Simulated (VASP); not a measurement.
Method: r2SCAN meta-GGA, VASP's PBE PAW potentials (set 64) (plane waves; VASP).

Input for VASP

POSCAR:
```
YN
1
   -0.0000000000     2.4481738327     2.4481738327
    2.4481738327     0.0000000000     2.4481738327
    2.4481738327     2.4481738327     0.0000000000
Y N
1 1
Direct
  0.0000000000   0.0000000000   0.0000000000
  0.5000000000   0.5000000000   0.5000000000
```

### INCAR
```
SYSTEM = YN
PREC = Accurate
ENCUT = 600
EDIFF = 1E-7
NELM = 100
ALGO = Normal
LREAL = .FALSE.
LASPH = .TRUE.
ISMEAR = 0
SIGMA = 0.05
METAGGA = R2SCAN
LMIXTAU = .TRUE.
LMAXMIX = 4
LWAVE = .FALSE.
LCHARG = .FALSE.
ISIF = 2
```

### KPOINTS
```
K-points
0
G
  8 8 8
0 0 0
```

POTCAR, in this order: Y_sv N (PBE.64 set). Program: vasp_std.

Problem. Predict the energy per atom (σ→0), band gap (on the k-mesh).

Solution. 
```yaml
energy per atom (σ→0): -16.721 eV/atom
band gap (on the k-mesh): 0.59 eV
```

OSZICAR:
```
...
DAV:  19    -0.334419112321E+02   -0.58983E-05   -0.42955E-07   864   0.670E-03    0.304E-03
DAV:  20    -0.334419085398E+02    0.26923E-05   -0.81018E-08   452   0.344E-03    0.129E-03
DAV:  21    -0.334419082094E+02    0.33044E-06   -0.67281E-08   428   0.387E-03    0.470E-04
DAV:  22    -0.334419084601E+02   -0.25076E-06   -0.35585E-08   368   0.185E-03    0.333E-04
DAV:  23    -0.334419081522E+02    0.30791E-06   -0.91702E-09   372   0.100E-03    0.514E-04
DAV:  24    -0.334419084375E+02   -0.28528E-06   -0.35700E-09   360   0.726E-04    0.196E-04
DAV:  25    -0.334419083413E+02    0.96137E-07   -0.12343E-09   372   0.361E-04
   1 F= -.33441908E+02 E0= -.33441908E+02  d E =-.125728E-12
```

The compound is YN in the rock salt structure. It was relaxed first.
